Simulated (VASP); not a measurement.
Given:

```xyz
2
Lattice="1.3616 -2.3584 0.0000 1.3616 2.3584 0.0000 0.0000 0.0000 4.3488" Properties=species:S:1:pos:R:3 pbc="T T T"
Tc     1.3616     0.7861     1.0872
Tc     1.3616    -0.7861     3.2616
```

All values below come from PBEsol GGA, VASP's PBE PAW potentials (set 64) (plane waves; VASP). Numerical set-up: 500 eV cut-off, 15×15×9 Γ-centred mesh, first-order Methfessel-Paxton smearing of 0.10 eV, potentials Tc_pv.

Question: The ions, cell shape and volume at an external pressure of 5.0 GPa are relaxed. Predict the relaxed structure.

Answer: 
```xyz
2
Lattice="1.3551 -2.3472 0.0000 1.3551 2.3472 0.0000 0.0000 0.0000 4.3279" Properties=species:S:1:pos:R:3 pbc="T T T"
Tc     1.3551     0.7824     1.0820
Tc     1.3551    -0.7824     3.2459
```
Space group P6_3/mmc (194), at a tolerance of 0.03 Å.

Question: How do energy and volume change from the first to the last step?

Answer: The energy (σ→0) changes by +3.0 meV/atom and the volume by -1.4 %, in 3 ionic steps.

The compound is Tc in the hcp structure. This run relaxes it under an external pressure of 5 GPa. Symmetry was kept, so distortions that lower it aren't found.
